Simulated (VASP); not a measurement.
Level of theory: PBEsol GGA, VASP's PBE PAW potentials (set 64) (plane waves; VASP 6.6.1).

VASP ran on this input.

File KPOINTS:
```
Automatic
0
gamma
 16 16 16
0 0 0
```

### POSCAR
```
Ta
1.0
 -1.5781736243   1.5781736243   1.5781736243
  1.5781736243  -1.5781736243   1.5781736243
  1.5781736243   1.5781736243  -1.5781736243
Ta
1
Cartesian
 -1.5781736243   1.5781736243   1.5781736243
```

### INCAR
```
# general
SYSTEM =Ta
PREC   =Accurate
ENCUT  =500   # plane-wave cut-off (eV)
LREAL  =F   # projection in real space or not
LASPH  =T

# electronic loop
EDIFF  =1E-6
NELM   =100   # most electronic steps
ALGO   =Normal
LMAXMIX=6

# smearing
ISMEAR =1   # Methfessel-Paxton
SIGMA  =0.1   # width (eV)

# functional
GGA    =PS

# ions
IBRION =2   # conjugate gradients
NSW    =40
ISIF   =3
EDIFFG =-0.02   # ionic stop
PSTRESS=300

# output
LWAVE  =F
LCHARG =F
```

POTCAR, in this order: Ta_pv (PBE.64 set). Program: vasp_std.

**Question.** What will the output report for the number of irreducible k-points (NKPTS), largest plane-wave count, number of space-group operations, FFT grid (NGX, NGY, NGZ)?

**Answer.** 
The number of irreducible k-points (NKPTS) is 145 and the largest plane-wave count is 420. The number of space-group operations is 48. The FFT grid (NGX, NGY, NGZ) comes out as 20 × 20 × 20.

The compound is Ta in the bcc structure. It was relaxed first under an external pressure of 30 GPa.
